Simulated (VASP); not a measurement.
VASP ran on this input.

**KPOINTS**
```
Automatic mesh
0
Gamma
7 7 5
0 0 0
```

### POSCAR
```
PtS2
1
    3.5575297963    -0.0000000000     0.0000000000
   -1.7787648982     3.0809111869    -0.0000000000
    0.0000000000    -0.0000000000     4.6508198019
Pt S
1 2
Direct
  0.0000000000   0.0000000000   0.0000000000
  0.6666670000   0.3333330000   0.7449501602
  0.3333330000   0.6666670000   0.2550498398
```

**INCAR**
```
SYSTEM = PtS2
PREC = Accurate
ENCUT = 400
EDIFF = 1E-6
NELM = 100
ALGO = Normal
LREAL = .FALSE.
LASPH = .TRUE.
ISMEAR = 0
SIGMA = 0.05
LMAXMIX = 6
LWAVE = .FALSE.
LCHARG = .FALSE.
IBRION = 2
ISIF = 3
NSW = 60
EDIFFG = -0.02
```

POTCAR, in this order: Pt S (LDA.64 set). Program: vasp_std.

Translate this LDA calculation to Quantum ESPRESSO's pw.x.

One equivalent input (not run):
```
&CONTROL
  calculation = 'vc-relax'
  pseudo_dir = './pseudo'
  outdir = './out'
  tprnfor = .true.
  tstress = .true.
  nstep = 60
  forc_conv_thr = 0.00078
/
&SYSTEM
  ibrav = 0
  nat = 3
  ntyp = 2
  ecutwfc = 84
  occupations = 'smearing'
  smearing = 'gaussian'
  degauss = 0.003675
  input_dft = 'pz'
/
&ELECTRONS
  conv_thr = 7.3e-08
  electron_maxstep = 100
/
&IONS
/
&CELL
/
ATOMIC_SPECIES
  Pt 195.084 Pt.upf
  S 32.060 S.upf
CELL_PARAMETERS angstrom
     3.5575298   -0.0000000    0.0000000
    -1.7787649    3.0809112   -0.0000000
     0.0000000   -0.0000000    4.6508198
ATOMIC_POSITIONS crystal
  Pt   0.0000000  0.0000000  0.0000000
  S    0.6666670  0.3333330  0.7449502
  S    0.3333330  0.6666670  0.2550498
K_POINTS automatic
  7 7 5 0 0 0
```
Limits of the translation: the potentials are each code's own (VASP's PAW set, PseudoDojo norm-conserving files in pw.x), so ENCUT and ecutwfc are chosen apart and not converted; conv_thr bounds pw.x's estimated SCF error, while EDIFF bounds the energy change between steps; forc_conv_thr acts on force components and is met together with etot_conv_thr.

The structure comes from a computed database's PtS2 entry (P-3m1); how it stands against other phases isn't given here. This run relaxes it. Symmetry was kept, so distortions that lower it aren't found. The start is the result of an earlier pass.
